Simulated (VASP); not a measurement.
Data:

```
CELL_PARAMETERS angstrom
      0.00000     3.04255     3.04255
      3.04255     0.00000     3.04255
      3.04255     3.04255     0.00000
ATOMIC_POSITIONS crystal
  Ba 0.00000 0.00000 0.00000
  F  0.25000 0.25000 0.25000
  F  0.75000 0.75000 0.75000
```

Calculation: LDA (Ceperley-Alder, Perdew-Zunger), VASP's LDA PAW potentials (set 64) (plane waves; VASP). Numerical set-up: 620 eV cut-off, 6×6×6 Γ-centred mesh, Gaussian smearing of 0.050 eV, potentials Ba_sv F.

Energy and stress use the plane-wave basis of the starting cell.

**Question.** The ions, cell shape and volume at an external pressure of 5.0 GPa are relaxed. What does this cell relax into?

**Answer.** 
```
CELL_PARAMETERS angstrom
      0.00000     2.98214     2.98214
      2.98214     0.00000     2.98214
      2.98214     2.98214     0.00000
ATOMIC_POSITIONS crystal
  Ba 0.00000 0.00000 0.00000
  F  0.25000 0.25000 0.25000
  F  0.75000 0.75000 0.75000
```
Space group Fm-3m (225), at a tolerance of 0.03 Å.

**Question.** How do energy and volume change from the first to the last step?

**Answer.** The energy (σ→0) changes by +16.2 meV/atom and the volume by -5.8 %, in 3 ionic steps.

| step | E(σ→0) (eV) | max force (eV/Å) | pressure (GPa) | volume (Å³) |
|---|---|---|---|---|
| 1 | -18.6307 | 0.000 | 0.04 | 56.33 |
| 2 | -18.5305 | 0.000 | 7.53 | 51.72 |
| 3 | -18.5820 | 0.000 | 5.01 | 53.04 |

The compound is BaF2 in the fluorite structure. This run relaxes it under an external pressure of 5 GPa. Symmetry was kept, so distortions that lower it aren't found.
